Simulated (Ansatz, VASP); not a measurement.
## Te: VASP beside Ansatz

Aim: how closely do two programs agree when they are given the same cell, functional and k mesh? Of the first pair: The structure shown is the start of the Ansatz relaxation below; VASP solves that cell, so the two are compared at the walk's first step.

Main program and level: Ansatz 0.2.0; plane waves, with VASP 6.6.1 beside it; single point at HSE06.

## Step 1: The structure

The structure is trigonal, space group P3_121 (No. 152). The conventional cell has a = 4.457 Å, b = 4.457 Å, c = 5.929 Å, α = 90.00°, β = 90.00°, γ = 120.00°. Te has 2 Te at 2.84 Å nearest.

## Step 2: Ansatz: relaxation, HSE06

Ansatz runs on its default PAW (the set named soft_2) files.

The two programs are compared at the cell with which this relaxation starts, whose forces are those of its first step.

File input.yaml:

```yaml
crystal:
  lattice:
    - [4.4572, 0.0, 0.0]
    - [-2.2286, 3.8600484297, 0.0]
    - [0.0, 0.0, 5.929]
  atoms:
    - { symbol: Te, position: [0.2633, 0.0, 0.3333333333] }
    - { symbol: Te, position: [0.0, 0.2633, 0.6666666667] }
    - { symbol: Te, position: [0.7367, 0.7367, 0.0] }
kpoints:
  mp_grid: { grid: [6, 6, 4] }
hamiltonian:
  xc: hse06
scf:
  occupations: { method: gaussian, width: 0.01 }
output:
  forces: true
  stress: true
  eigenvalues: true
  write_density: true
  write_potential: true
  elf: true
  volumetric_format: npy
relax:
  adjacent_minimum: "off"
  f_tol: 0.005
  max_steps: 15
  cell: { stress_tol: 0.03 }
```

The run is started by

```sh
ansatz run input.yaml --threads 4 --pin off --max-ram 8192MiB --backend cpu --events-out ev --progress --plain --runs-dir out
```

Numbers of over 12 decimals in the logs are rounded to 6 here.

What it wrote:

```text
Engine: ansatz 0.2.0, aarch64-unknown-linux-gnu
Pseudopotentials: kind: paw
Pseudopotential: Te, paw, valence charge 16, recommended cutoff 420 eV (normal), Te.paw.azcp
Functional definition: HSE06
  parameter a = 0.25
  parameter omega = 0.11/bohr
  exchange = pbe_x - a*pbe_x_sr(omega) + a*exact_x_sr(omega)
  correlation = pbe_c
Crystal: 3 atoms, lattice volume = 102.008 Å³
Basis set: ecut = 420 eV, 2017 PW (Γ), exchange–correlation on 60×60×80 points (8 copies of the dense FFT grid, shifted against one another)
Bands: 29, of which v1, the nominal top of the filled ones, is band 24 counted from 1 (23 counted from 0)
Symmetry: 6 space group operations
Space group: P3121 (ITA 152), of the structure as read, at distance tolerance 4.7e-5 Å
k-points: 24 of 144 (time reversal used)
Non-local potential: Te, projectors of the file, l = 0: 2, l = 1: 2, l = 2: 2, l = 3: 2
PAW form: soft (Blöchl's): semilocal exchange-correlation on the pseudo side does not see the compensation charge
PAW frozen core: Te, regenerated for the run's functional, and the local potential with it (the file was generated under x = pbe(κ = 0.804, μ = 0.219515), c = pbe(β = 0.066725))
PAW one-centre angular grid: Te, 590 points (default); XC on 64 Gauss nodes
Initial density: superposition of atomic densities (neutral atoms: chi_scale 0, normalization atom), corrected by the library's trained network
Initial wavefunctions: pseudopotential atomic-orbital guess
Functional: x = pbe(κ = 0.804, μ = 0.219515), c = pbe(β = 0.066725), warm-up for x = pbe(κ = 0.804, μ = 0.219515) + 0.25 (exact − pbe) at short range (hse, ω = 0.207870 Å⁻¹), c = pbe(β = 0.066725); HSE06 as pw.x's `hse` composes it (authors' and Libxc's form: `xc: wpbeh`)
SCF iter   1: F=—  HF=-20939.840650 eV  |F-HF|=—  |Δ(HF+E_count)|=         —  Δρ=1.17e-3  dr2=8.77e-4  ethr=1.77e-3  ⟨swp⟩=9.3  Hψ=2845  notcnv=0
preconditioner: auto → none  [insulator: Δε(μ)=0.186 eV  Ē_g=8.695 eV  σ=0.010 eV  W_gap=1.00  n_scr=22 (ndim 8)  ℏωp=15.6 eV  f_vac=0.028  D(μ)=0.00/eV (n_scr^D=0)]
SCF iter   2: F=—  HF=-20939.842390 eV  |F-HF|=—  |Δ(HF+E_count)|=   1.74e-3  Δρ=5.93e-4  dr2=1.87e-4  ethr=1.83e-6  ⟨swp⟩=5.2  Hψ=2295  notcnv=0  defer=29
SCF iter   3: F=—  HF=-20939.842757 eV  |F-HF|=—  |Δ(HF+E_count)|=   3.67e-4  Δρ=2.22e-4  dr2=3.36e-5  ethr=3.90e-7  ⟨swp⟩=3.6  Hψ=1649  notcnv=0  defer=16
iter 4 solved again at ethr=2.60e-9 eV; its pass at ethr=7.00e-8 eV (dr2=1.25e-6 eV) is discarded
SCF iter   4: F=—  HF=-20939.842813 eV  |F-HF|=—  |Δ(HF+E_count)|=   5.53e-5  Δρ=2.79e-5  dr2=9.44e-7  ethr=2.60e-9  ⟨swp⟩=3.3  Hψ=3227  notcnv=0  defer=5
eigensolver tolerance schedule: the retry pair's looser diagonalisation over-reported the residual by 0.32 of it (diagonalisation noise at 0.34 of the residual, at the tolerance the schedule requests for it); recorded, not acted on — ethr = c·dr2/N_el stays at c = 1.0e-1
SCF iter   5: F=—  HF=-20939.842813 eV  |F-HF|=—  |Δ(HF+E_count)|=   6.90e-7  Δρ=5.56e-6  dr2=3.85e-8  ethr=1.97e-9  ⟨swp⟩=3.5  Hψ=1815  notcnv=0  defer=3
SCF iter   6: F=—  HF=-20939.842813 eV  |F-HF|=—  |Δ(HF+E_count)|=   4.70e-8  Δρ=1.33e-6  dr2=2.06e-9  ethr=8.03e-11  ⟨swp⟩=3.9  Hψ=1586  notcnv=0  defer=2
SCF iter   7: F=—  HF=-20939.842813 eV  |F-HF|=—  |Δ(HF+E_count)|=   1.80e-9  Δρ=5.27e-7  dr2=2.68e-10  ethr=4.30e-12  ⟨swp⟩=4.1  Hψ=2148  notcnv=0  defer=2
SCF iter   8: F=—  HF=-20939.842813 eV  |F-HF|=—  |Δ(HF+E_count)|=  1.82e-11  Δρ=1.27e-7  dr2=1.97e-11  ethr=1.00e-12  ⟨swp⟩=3.6  Hψ=1348  notcnv=0
SCF iter   9: F=-20939.842813 eV  HF=-20939.842813 eV  |F-HF|=3.64e-12  |Δ(HF+E_count)|=  7.28e-12  Δρ=4.20e-8  dr2=1.02e-12  ethr=1.00e-12  ⟨swp⟩=2.0  Hψ=1272  notcnv=0
SCF 1 converged in 9 iterations: F = -20939.842813 eV  dr2 = 1.02e-12
  greatest PAW one-centre occupation: 0.998 electrons in one spin orbital (limit 2), on the Te atom at site 2 (counted from 0), in its partial waves of l = 2
Initial density: handed on by an earlier stage of this run
Initial wavefunctions: those handed on with the density
Functional: x = pbe(κ = 0.804, μ = 0.219515) + 0.25 (exact − pbe) at short range (hse, ω = 0.207870 Å⁻¹), c = pbe(β = 0.066725); HSE06 as pw.x's `hse` composes it (authors' and Libxc's form: `xc: wpbeh`)
Exchange kernel: α = 0.2500, screened, ω = 0.2079 Å⁻¹, Wigner–Seitz truncation, v(0) = 1046.8439 eV·Å³, q-mesh 6×6×4, nearest image of the exchange supercell L = 23.72 Å, pair-density grid 20×20×27, without the augmentation charges, whose exchange is taken in its separable form by FFT convolution over the k-point mesh (sized by the pseudopotential files, 27×27×40 at the most), smooth part of the exact exchange by density-matrix convolution
Frozen-core exchange: fock
[...]
Frozen-core exchange: fock
[...]
SCF 24 converged in 2 iterations: F = -20952.974239 eV  dr2 = 4.89e-12
  Residual-converged pass: ⟨swp⟩=5.0  Hψ=2617  notcnv=0  max |occ|·‖R‖ = 9.5e-9 eV (tolerance 1.0e-8 eV)  dr2=3.12e-12  dr2_onsite=6.55e-13  max |Δocc| = 0.0e0
hybrid outer 3: dexx = +1.035e-11 eV, tail = 1.20e-11 eV, Δε = 9.56e-6 eV (about 1.56e-6 eV left of the loop's levels), ΔF = 3.43e-4 eV/Å (tail 1.16e-4)
[...]
SCF iter   3: F=—  HF=-20952.975564 eV  |F-HF|=—  |Δ(HF+E_count)|=   4.81e-4  Δρ=2.05e-5  dr2=5.44e-8  ethr=4.35e-11  ⟨swp⟩=4.5  Hψ=3819  notcnv=0  defer=2
SCF iter   4: F=—  HF=-20952.975570 eV  |F-HF|=—  |Δ(HF+E_count)|=   6.56e-6  Δρ=4.04e-6  dr2=1.06e-8  ethr=4.35e-11  ⟨swp⟩=4.5  Hψ=2206  notcnv=0  defer=24
SCF iter   5: F=—  HF=-20952.975570 eV  |F-HF|=—  |Δ(HF+E_count)|=   8.74e-8  Δρ=2.84e-6  dr2=1.95e-9  ethr=2.19e-11  ⟨swp⟩=4.6  Hψ=2088  notcnv=0  defer=22
SCF iter   6: F=-20952.975573 eV  HF=-20952.975570 eV  |F-HF|=2.35e-6  |Δ(HF+E_count)|=   9.24e-8  Δρ=4.63e-7  dr2=8.31e-11  ethr=3.98e-12  ⟨swp⟩=3.4  Hψ=1637  notcnv=0  defer=11
SCF 25 stopped early in 6 iterations: F = -20952.975573 eV  dr2 = 8.31e-11
  Residual-converged pass: ⟨swp⟩=3.1  Hψ=1752  notcnv=0  max |occ|·‖R‖ = 4.7e-7 eV (tolerance 4.7e-7 eV)  dr2=9.20e-11  dr2_onsite=9.41e-12  max |Δocc| = 0.0e0
hybrid outer 1: dexx = +4.279e-6 eV, tail = 1.74e-7 eV
Exchange kernel: α = 0.2500, screened, ω = 0.2079 Å⁻¹, Wigner–Seitz truncation, v(0) = 1046.8368 eV·Å³, q-mesh 6×6×4, nearest image of the exchange supercell L = 23.21 Å, pair-density grid 24×24×27, without the augmentation charges, whose exchange is taken in its separable form by FFT convolution over the k-point mesh (sized by the pseudopotential files, 30×30×40 at the most), smooth part of the exact exchange by density-matrix convolution
Frozen-core exchange: fock
SCF iter   1: F=—  HF=-20952.975576 eV  |F-HF|=—  |Δ(HF+E_count)|=         —  Δρ=1.23e-6  dr2=8.14e-10  ethr=1.81e-9  ⟨swp⟩=8.0  Hψ=1753  notcnv=0
SCF iter   2: F=—  HF=-20952.975576 eV  |F-HF|=—  |Δ(HF+E_count)|=   8.67e-9  Δρ=1.09e-6  dr2=5.47e-10  ethr=1.42e-12  ⟨swp⟩=4.0  Hψ=2334  notcnv=0
SCF iter   3: F=—  HF=-20952.975576 eV  |F-HF|=—  |Δ(HF+E_count)|=   9.35e-9  Δρ=2.98e-7  dr2=2.83e-11  ethr=1.00e-12  ⟨swp⟩=3.0  Hψ=1848  notcnv=0
SCF iter   4: F=-20952.975576 eV  HF=-20952.975576 eV  |F-HF|=1.02e-10  |Δ(HF+E_count)|=   1.06e-9  Δρ=1.22e-7  dr2=3.45e-12  ethr=1.00e-12  ⟨swp⟩=3.8  Hψ=1377  notcnv=0
SCF 26 converged in 4 iterations: F = -20952.975576 eV  dr2 = 3.45e-12
  Residual-converged pass: ⟨swp⟩=5.0  Hψ=2470  notcnv=0  max |occ|·‖R‖ = 9.2e-9 eV (tolerance 1.0e-8 eV)  dr2=4.18e-12  dr2_onsite=4.08e-12  max |Δocc| = 0.0e0
hybrid outer 2: dexx = +4.518e-10 eV, tail = 2.50e-11 eV, Δε = 1.06e-4 eV (about 2.13e-6 eV left of the loop's levels), ΔF = 1.24e-4 eV/Å (tail 2.15e-4)
relax step   8: F+E_penalty+E_count = -20952.97557572 eV  Δ(F+E_penalty+E_count) = -1.337e-3 eV  max|allowed force component| = 2.347e-5 eV/Å  Δτ_max = 0.0000 Å  P = -0.011 GPa  Ω = 109.802 Å³  stress off target by 1.15e-2 GPa  SCF on the basis re-selected at this cell (its energy is not comparable with the rows above)  (10 SCF iters)
basis re-selected at this cell: Δ(F+E_penalty+E_count) = -1.337e-3 eV, ΔP = -0.008 GPa vs the last step (what re-selecting the basis moved, of the pressure what is left beyond the Pulay correction that the steps carried, after the strain that the cell walked since its last selection, with what the two solves' SCF thresholds leave and, on support functions, any second-order correction that the steps lacked; it is no measure of the basis error at this ecutwfc). The dense FFT grid was sized anew with the basis: this SCF ran on 32×32×40 points, the steps before it on 30×30×40, so part of this shift can come from that change (see relax.cell in the input reference). [rest of the remark cut]
hybrid SCF converged: 2 outer / 10 inner (+0 warm-up), last move |dexx| = 4.52e-10 eV, tail = 2.50e-11 eV
Stability not checked: this state was not tested for a lower state beside it, because the functional holds exact exchange (a hybrid, or Hartree-Fock), whose exchange loop this test does not read (fock_operator; see scf.lower_state_search)
Free energy (F): -20952.975576 eV
Frozen-core exchange: fock
Harris-Foulkes:  -20952.975576 eV  (|F-HF|=1.02e-10)
Internal energy: -20952.975576 eV  (E = F + TS)
E sigma→0 (E₀):  -20952.975576 eV
Fermi energy:    7.781616 eV
--- Per-component energies (eV) ---
  E_band       = -946.193358
  E_kinetic    = 538.658215
  E_local      = -4121.516329  (includes V_loc(G=0)·N_el)
  E_nonlocal   = -935.381117
  E_hartree    = 2561.566845
  E_xc         = -299.789680
  E_vxc        = -250.395185  (∫ρ·V_xc dr)
  E_exx        = -135.090327  (= α·E_x^exact, valence–valence)
  E_paw        = -13936.815662  (= ΣΔE_a)
  E_vpaw       = -1030.511577  (= ΣTr[D̂ρ^β])
  E_aug_tail   = -0.000510  (compensation charges beyond the density's cutoff)
  E_ewald      = -4624.064881
  E_core_change = -0.542128  (= ΣΔE_core)
  E_smearing   = -0.000000  (= −TS)
  E_closure    = 0.000000  (closes the sum)
  Σ components = -20952.975576   (vs F -20952.975576, Δ=0.00e0)
--- Forces (eV/Å), atoms counted from 1 ---
  atom   1  Te     0.00002347    -0.00000000     0.00000000
  atom   2  Te    -0.00001173     0.00002032     0.00000000
  atom   3  Te    -0.00001173    -0.00002032     0.00000000
  max |Σ_I F_I| component: 5.20e-18 eV/Å
--- Stress (GPa, compression-positive) ---
       -0.011522      -0.000000      -0.000000
       -0.000000      -0.011522       0.000000
       -0.000000       0.000000      -0.011384
  P = ⅓ Tr σ = -0.0115 GPa (-0.115 kbar)
--- Band table (eV; the first three rows and the last of 24) ---
  k-point 0: bands = [... 20 lower, 4.1023, 5.3789, 5.3789, 6.5573, 9.0617, 9.0617, 9.4693, 13.0263, ... 1 higher]
  k-point 1: bands = [... 20 lower, 4.4307, 5.4293, 5.6210, 6.3431, 8.7036, 8.7481, 8.9977, 12.8036, ... 1 higher]
  k-point 2: bands = [... 20 lower, 4.3160, 5.8035, 5.8392, 5.8392, 8.5244, 8.5244, 8.5292, 12.4115, ... 1 higher]
  k-point 23: bands = [... 20 lower, 2.2372, 6.1910, 7.2087, 7.2087, 8.3168, 9.7215, 9.7215, 13.6395, ... 1 higher]
--- Relaxed structure (7 steps of the walk, 6 accepted, 1 SCFs on fresh bases) ---
  F+E_penalty+E_count = -20952.97557572 eV   max|allowed force component| = 2.347e-5 eV/Å   (the final SCF, on the basis selected at the relaxed cell)
  cell:  # Å, volume = 109.8016 Å³
    - [4.674773, 0, 1.5625954769658556e-17]
    - [-2.337387, 4.048472, -7.812977384829285e-18]
    - [2.078575918286854e-17, 0, 5.801721]
  atoms:
    - { symbol: Te, position: [0.248883, 5.980357934910118e-19, 0.333333] }
    - { symbol: Te, position: [3.8669118546496646e-17, 0.248883, 0.666667] }
    - { symbol: Te, position: [0.751117, 0.751117, 6.947003180685938e-19] }
```

Reading the cycles: dr2 is the Hartree energy of the density residual (eV), the measure of convergence; HF is the Harris–Foulkes estimate of the energy, which meets the free energy F at convergence.

(Part 1 of 2 ends here.)

[Lines on the potential files, build, host, timing and source positions are cut from VASP's logs without a mark.]

[Logs are printed without paths, hosts, clocks, repeated set-up lines and the standing remarks that a program may print on its own settings, such as how far it seeks lower states.]

[Hosts, paths, dates, database ids (printed as entryN), source tags and the programs' standing remarks are cut or masked in the printed files.]
